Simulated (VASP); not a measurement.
Input:

```
CELL_PARAMETERS angstrom
     -1.48685     1.48685     1.48685
      1.48685    -1.48685     1.48685
      1.48685     1.48685    -1.48685
ATOMIC_POSITIONS crystal
  Li 0.00000 0.00000 0.00000
```

Method: LDA (Ceperley-Alder, Perdew-Zunger), VASP's LDA PAW potentials (set 64) (plane waves; VASP 6.6.1). Numerical set-up: 620 eV cut-off, 17×17×17 Γ-centred mesh, first-order Methfessel-Paxton smearing of 0.10 eV, potentials Li_sv.

Energy and stress use the plane-wave basis of the starting cell.

Q: The ions, cell shape and volume at an external pressure of 20.0 GPa are relaxed. Predict the relaxed structure.

A: 
```
CELL_PARAMETERS angstrom
     -1.40206     1.40206     1.40206
      1.40206    -1.40206     1.40206
      1.40206     1.40206    -1.40206
ATOMIC_POSITIONS crystal
  Li 0.00000 0.00000 0.00000
```
Space group Im-3m (229), at a tolerance of 0.03 Å.

Q: How do energy and volume change from the first to the last step?

A: The energy (σ→0) changes by +191.8 meV/atom and the volume by -16.2 %, in 4 ionic steps.

The compound is Li in the bcc structure. This run relaxes it under an external pressure of 20 GPa. Symmetry was kept, so distortions that lower it aren't found.
